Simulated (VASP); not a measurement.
**VSe (relaxed from the wurtzite structure, space group P6_3mc): computed properties**

Method: PBEsol GGA, VASP's PBE PAW potentials (set 64) (plane waves; VASP 6.6.1).

- space group: P6_3mc (186)
- cell: a = 3.8739 Å, b = 3.8739 Å, c = 6.9956 Å, α = 90.00°, β = 90.00°, γ = 120.00°
- volume per atom: 22.73 Å³/atom
- band gap (over mesh and band path): none (metal, semimetal or under 0.01 eV)
- cell moment: 6.00 μB
- density: 4.75 g/cm³

```
CELL_PARAMETERS angstrom
      3.87388     0.00000     0.00000
     -1.93694     3.35488     0.00000
      0.00000     0.00000     6.99560
ATOMIC_POSITIONS crystal
  V  0.33333 0.66667 0.00958
  V  0.66667 0.33333 0.50958
  Se 0.33333 0.66667 0.36542
  Se 0.66667 0.33333 0.86542
```
Starting moments (μB, in the order of the record's atoms V V Se Se): 2.6 2.6 -0.1 -0.1.

The structure was generated: VSe was put into the wurtzite type (P6_3mc), which need not be its known phase. It was relaxed first, which changed the volume by -27 %. Symmetry was kept, so distortions that lower it aren't found.
